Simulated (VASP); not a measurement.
Write the native input for VASP 6.6.1 that does the following.

```yaml
Task: electrostatic potential
Functional: PBE
Potentials_or_basis: VASP PAW PBE potentials, release 64 (Nb_sv)
Cutoff: 520 eV
k_mesh: 18 × 18 × 18
Occupations: methfessel-paxton, width 0.1 eV
Spin: no spin polarisation
Further_INCAR_settings: ALGO = Fast; EDIFF = 1e-07
```

The structure of Nb lies in POSCAR:

```
Nb                                      
1.0
   -1.6544257640      1.6544257640      1.6544257640
    1.6544257640     -1.6544257640      1.6544257640
    1.6544257640      1.6544257640     -1.6544257640
  Nb            
     1
Direct
     0.0000000000000000    0.0000000000000000    0.0000000000000000
```

The cell was built by a generator and needn't be a form met in nature.

These files were run (other wordings do the same):

INCAR

```
PREC = Accurate
ENCUT = 520
EDIFF = 1E-7
ISMEAR = 1
SIGMA = 0.1
LREAL = F
LASPH = T
NELM = 100
ALGO = Fast
ISIF = 2
LWAVE = F
LCHARG = T
GGA = PE
LVHAR = T
```

KPOINTS

```
Automatic mesh
0
Gamma
  18 18 18
```

Potentials or basis: VASP PAW PBE potentials, release 64 (Nb_sv).

Run with:

```sh
$ cat potpaw_PBE.64/Nb_sv/POTCAR > POTCAR
$ mpirun -np 1 vasp_std > vasp.out
```

Results of the run:

The pressure is 0.0 GPa and the band gap on the k mesh is none (metal or under the smearing width).

Wall time 55 s on 1 thread of Intel(R) Xeon(R) Platinum 8375C CPU @ 2.90GHz (Ice Lake), with other jobs on the host, peak memory 0.16 GiB.
